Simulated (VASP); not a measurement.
OSZICAR of a VASP run on CuP (a trial cell in the CrB structure, space group Cmcm):

### OSZICAR
```
       N       E                     dE             d eps       ncg     rms          rms(c)
DAV:   1     0.197425203296E+03    0.19743E+03   -0.11972E+04  7208   0.162E+03
DAV:   2    -0.252665528614E+01   -0.19995E+03   -0.19322E+03  7204   0.327E+02
DAV:   3    -0.169229293406E+02   -0.14396E+02   -0.13267E+02 10004   0.107E+02
DAV:   4    -0.176602374253E+02   -0.73731E+00   -0.72220E+00 10908   0.214E+01
DAV:   5    -0.176729147905E+02   -0.12677E-01   -0.12662E-01  9500   0.256E+00    0.135E+01
DAV:   6    -0.192535629780E+02   -0.15806E+01   -0.40866E+01  8912   0.158E+02    0.121E+01
DAV:   7    -0.158961829383E+02    0.33574E+01   -0.11296E+01  8612   0.932E+01    0.423E+00
DAV:   8    -0.158814679500E+02    0.14715E-01   -0.29249E+00 11420   0.340E+01    0.240E+00
DAV:   9    -0.158274717040E+02    0.53996E-01   -0.46185E-01 11012   0.143E+01    0.537E-01
DAV:  10    -0.158298510099E+02   -0.23793E-02   -0.24400E-02 11284   0.322E+00    0.385E-01
DAV:  11    -0.158286930857E+02    0.11579E-02   -0.14076E-02 10308   0.310E+00    0.194E-01
DAV:  12    -0.158283119659E+02    0.38112E-03   -0.25476E-03 11224   0.109E+00    0.540E-02
DAV:  13    -0.158282851210E+02    0.26845E-04   -0.15908E-04 11428   0.118E-01    0.327E-02
DAV:  14    -0.158282799902E+02    0.51308E-05   -0.44453E-05 10452   0.151E-01    0.635E-03
DAV:  15    -0.158282800401E+02   -0.49950E-07   -0.50487E-06  8368   0.239E-02
   1 F= -.15828280E+02 E0= -.15827077E+02  d E =-.240699E-02
```

**Question.** Which electronic solver shows in the log?

**Answer.** It is blocked Davidson (ALGO = Normal, or the opening steps of other solvers). The INCAR had ALGO = Normal.

**Question.** Can the final energy be trusted as converged?

**Answer.** Self-consistency was reached. It stopped with EDIFF = 1E-6, NELM = 100 (PBE GGA, plane waves, VASP's PBE PAW potentials (set 64)).

The structure was generated: CuP was put into the CrB type (Cmcm), which need not be its known phase. The cell was not relaxed at this level. The run is one of a series of settings (KPOINTS 11×11×9 Γ-centred mesh against the base run), some of them coarse on purpose.
